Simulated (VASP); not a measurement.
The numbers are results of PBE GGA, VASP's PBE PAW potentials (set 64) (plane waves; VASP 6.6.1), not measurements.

The input files of a VASP run:

**INCAR**
```
# general
SYSTEM   =  KCl
PREC     =  Accurate
ENCUT    =  480
LREAL    =  .FALSE.   # projection in real space or not
LASPH    =  .TRUE.   # aspherical one-centre terms

# electronic loop
EDIFF    =  1E-7   # SCF stop (eV)
NELM     =  100   # most electronic steps
ALGO     =  Normal

# smearing
ISMEAR   =  0   # Gaussian
SIGMA    =  0.05

# functional
GGA      =  PE

# ions
IBRION   =  2
NSW      =  40   # most ionic steps
ISIF     =  3
EDIFFG   =  -0.01   # ionic stop
PSTRESS  =  10   # kbar

# output
LWAVE    =  .FALSE.
LCHARG   =  .FALSE.
```

KPOINTS:
```
Automatic mesh
0
Gamma
8 8 8
0 0 0
```

### POSCAR
```
KCl
1
   -0.0000000000     3.1366295340     3.1366295340
    3.1366295340    -0.0000000000     3.1366295340
    3.1366295340     3.1366295340     0.0000000000
K Cl
1 1
Direct
  0.0000000000   0.0000000000   0.0000000000
  0.5000000000   0.5000000000   0.5000000000
```

POTCAR, in this order: K_sv Cl (PBE.64 set). Program: vasp_std.

Output of the run:

### OSZICAR
```
       N       E                     dE             d eps       ncg     rms          rms(c)
DAV:   1     0.104818190502E+03    0.10482E+03   -0.69230E+03   696   0.112E+03
DAV:   2    -0.733727452296E+00   -0.10555E+03   -0.97723E+02   916   0.275E+02
DAV:   3    -0.687673143750E+01   -0.61430E+01   -0.61108E+01   908   0.614E+01
DAV:   4    -0.708765966414E+01   -0.21093E+00   -0.21074E+00  1200   0.106E+01
DAV:   5    -0.708913182737E+01   -0.14722E-02   -0.14720E-02   904   0.875E-01    0.339E+00
DAV:   6    -0.680108811714E+01    0.28804E+00   -0.54400E-01   848   0.408E+00    0.278E+00
DAV:   7    -0.678628647163E+01    0.14802E-01   -0.13513E-01   888   0.225E+00    0.160E+00
DAV:   8    -0.679873415679E+01   -0.12448E-01   -0.20036E-02   952   0.123E+00    0.185E-01
DAV:   9    -0.679948649203E+01   -0.75234E-03   -0.12293E-03   924   0.238E-01    0.103E-01
DAV:  10    -0.680016611136E+01   -0.67962E-03   -0.69960E-04   808   0.208E-01    0.129E-02
DAV:  11    -0.680017535635E+01   -0.92450E-05   -0.16858E-05  1024   0.290E-02    0.529E-03
DAV:  12    -0.680017930771E+01   -0.39514E-05   -0.47504E-06   828   0.174E-02    0.270E-03
DAV:  13    -0.680017942772E+01   -0.12001E-06   -0.39977E-07   916   0.511E-03    0.731E-04
DAV:  14    -0.680017953376E+01   -0.10604E-06   -0.52710E-08   656   0.199E-03    0.162E-04
DAV:  15    -0.680017954746E+01   -0.13698E-07   -0.39760E-09   600   0.633E-04
   1 F= -.64149593E+01 E0= -.64149593E+01  d E =-.641496E+01
```

OUTCAR:
```
------------------------ aborting loop because EDIFF is reached ----------------------------------------
  FORCE on cell =-STRESS in cart. coord.  units (eV):
  Direction    XX          YY          ZZ          XY          YZ          ZX
  --------------------------------------------------------------------------------------
  Total        0.3688401      0.3688401      0.3688401      0.0000000     -0.0000000     -0.0000000
  in kB        9.5747844      9.5747844      9.5747844      0.0000000     -0.0000000     -0.0000000
  external PRESSURE =      -0.4252156 kB  Pullay stress =      10.0000000 kB
  volume of cell :       61.72
      direct lattice vectors                 reciprocal lattice vectors
     0.000000000  3.136629534  3.136629534    -0.159406776  0.159406776  0.159406776
     3.136629534  0.000000000  3.136629534     0.159406776 -0.159406776  0.159406776
     3.136629534  3.136629534  0.000000000     0.159406776  0.159406776 -0.159406776
  FREE ENERGIE OF THE ION-ELECTRON SYSTEM (eV)
  ---------------------------------------------------
  free  energy   TOTEN  =        -6.8001795475 eV

  energy  without entropy=       -6.8001795475  energy(sigma->0) =       -6.80017955
  enthalpy is  TOTEN    =        -6.4149593093 eV   P V=        0.3852202382

 reached required accuracy - stopping structural energy minimisation
```
(Selected blocks of OUTCAR.)

The compound is KCl in the rock salt structure. It was relaxed first under an external pressure of 1 GPa.
